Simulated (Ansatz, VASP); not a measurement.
**One calculation of Ga3AsN2, two programs**

```xyz
6
Lattice="3.4346 0.0000 0.0000 -1.7173 2.9744 0.0000 0.0000 0.0000 8.6392" Properties=species:S:1:pos:R:3 pbc="T T T"
N     0.0000    0.0000    0.1746
N     0.0000    1.9830    2.6937
As    1.7173    0.9915    5.7013
Ga    0.0000    1.9830    0.7385
Ga    1.7173    0.9915    3.2577
Ga    0.0000    0.0000    6.8724
```

The cell was built by a generator and needn't be a form met in nature.

Alike in both runs: task single point; functional r2SCAN; k mesh 6 × 6 × 2; occupations fermi-dirac, width 0.02 eV; no spin polarisation.

```csv
,VASP,Ansatz
version,VASP 6.6.1,Ansatz 0.2.0
potentials or method,"VASP PAW PBE potentials, release 64 (N, As, Ga_d)","plane waves, PAW"
plane-wave cutoff (eV),520,500
valence electrons in the cell,54,64
```

```tsv
	VASP	Ansatz	Ansatz less VASP
pressure (GPa)	0.6	0.0	-0.53
largest component of the traceless stress (GPa)	0.02	0.10	+0.079
rms of the force components (eV/Å)	0.025	0.013	-0.0118
```

Atom by atom the forces differ by 0.019 eV/Å (rms over components). The functional is the same, so the differences come from potentials, cutoffs and numerics. The two sets of potentials don't hold the same shells in valence.

Caveats: the k mesh is coarse (spacing up to 0.36 Å⁻¹), so the values aren't converged; the PAW data sets were made with another functional, which shifts forces and pressure a little (VASP).
